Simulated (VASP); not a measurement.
Data:

```
Pd16F
1.0
    5.57642     0.00000     0.00000
    0.00000     5.57642     0.00000
    0.00000     0.00000    20.10587
Pd F
16 1
Cartesian
  1.39410   1.39410   7.09560
  4.18231   1.39410   7.09560
  1.39410   4.18231   7.09560
  4.18231   4.18231   7.09560
  0.00000   0.00000   9.06716
  2.78821   0.00000   9.06716
  0.00000   2.78821   9.06716
  2.78821   2.78821   9.06716
  1.39410   1.39410  11.03871
  4.18231   1.39410  11.03871
  1.39410   4.18231  11.03871
  4.18231   4.18231  11.03871
  0.00000   0.00000  13.01027
  2.78821   0.00000  13.01027
  0.00000   2.78821  13.01027
  2.78821   2.78821  13.01027
  1.39410   1.39410  14.20234
```

Level of theory: PBE GGA, VASP's PBE PAW potentials (set 64) (plane waves; VASP). Settings: PREC = Normal, EDIFF = 1E-5, 400 eV cut-off, 5×5×1 Γ-centred mesh, first-order Methfessel-Paxton smearing of 0.10 eV, potentials Pd F.

### Question
The ions are relaxed. Predict the relaxed structure.

### Answer

```
Pd16F
1.0
    5.57642     0.00000     0.00000
    0.00000     5.57642     0.00000
    0.00000     0.00000    20.10587
Pd F
16 1
Direct
  0.25000   0.25000   0.35427
  0.75000   0.25000   0.35477
  0.25000   0.75000   0.35477
  0.75000   0.75000   0.35483
  0.99923   0.99923   0.45109
  0.50077   0.99923   0.45109
  0.99923   0.50077   0.45109
  0.50077   0.50077   0.45109
  0.25000   0.25000   0.54671
  0.75000   0.25000   0.54740
  0.25000   0.75000   0.54740
  0.75000   0.75000   0.55033
  0.99660   0.99660   0.64504
  0.50340   0.99660   0.64504
  0.99660   0.50340   0.64504
  0.50340   0.50340   0.64504
  0.25000   0.25000   0.71134
```

### Question
How much energy does the relaxation gain?

### Answer
The energy (σ→0) changes by -7.4 meV/atom, in 8 ionic steps.

The cell is a thin slab with vacuum, built from Pd (fcc): (100) face, F adsorbed.
